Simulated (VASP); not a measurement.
An input for Quantum ESPRESSO's pw.x (written as the equivalent of a VASP run, and not itself run):

```
&CONTROL
  calculation = 'vc-relax'
  pseudo_dir = './pseudo'
  outdir = './out'
  tprnfor = .true.
  tstress = .true.
  nstep = 60
  forc_conv_thr = 0.00078
/
&SYSTEM
  ibrav = 0
  nat = 3
  ntyp = 2
  ecutwfc = 70
  occupations = 'smearing'
  smearing = 'gaussian'
  degauss = 0.003675
  input_dft = 'pw91'
/
&ELECTRONS
  conv_thr = 7.3e-08
  electron_maxstep = 100
/
&IONS
/
&CELL
/
ATOMIC_SPECIES
  Pb 207.200 Pb.upf
  I 126.904 I.upf
CELL_PARAMETERS angstrom
     2.3349816   -4.0443070   -0.0000000
     2.3349816    4.0443070    0.0000000
     0.0000000    0.0000000    7.6131966
ATOMIC_POSITIONS crystal
  Pb   0.0000000  0.0000000  0.0000000
  I    0.3333330  0.6666670  0.2453899
  I    0.6666670  0.3333330  0.7546101
K_POINTS automatic
  5 5 3 0 0 0
```

### Question
Translate this input to VASP (INCAR, KPOINTS, POSCAR, choice of POTCAR).

### Answer
This is not unique; one that fits is 
**INCAR**
```
IBRION=2   # conjugate gradients
EDIFF=1E-6   # SCF stop (eV)
LWAVE=.False.
PREC=Accurate
NSW=60
SIGMA=0.05   # width (eV)
ENCUT=520
SYSTEM=PbI2
GGA=91   # PW91
LREAL=.False.   # projection in real space or not
NELM=100
LCHARG=.False.
LMAXMIX=4   # l cut-off of mixed one-centre charges
EDIFFG=-0.02   # ionic stop
ISIF=3
LASPH=.True.   # aspherical one-centre terms
ALGO=Normal   # blocked Davidson
ISMEAR=0
```

KPOINTS:
```
Automatic mesh
0
Gamma
 5 5 3
```

POSCAR:
```
PbI2
1
    2.3349816193    -4.0443069692    -0.0000000000
    2.3349816193     4.0443069692     0.0000000000
    0.0000000000     0.0000000000     7.6131965619
Pb I
1 2
Direct
  0.0000000000   0.0000000000   0.0000000000
  0.3333330000   0.6666670000   0.2453898629
  0.6666670000   0.3333330000   0.7546101371
```

POTCAR, in this order: Pb_d I (PBE.64 set). Program: vasp_std.

The two are equivalent in intent, not identical: the potentials are each code's own (VASP's PAW set, PseudoDojo norm-conserving files in pw.x), so ENCUT and ecutwfc are chosen apart and not converted; conv_thr bounds pw.x's estimated SCF error, while EDIFF bounds the energy change between steps; forc_conv_thr acts on force components and is met together with etot_conv_thr.

The compound is PbI2 in the 1T layered structure. This run relaxes it. Symmetry was kept, so distortions that lower it aren't found. The start is the result of an earlier pass.
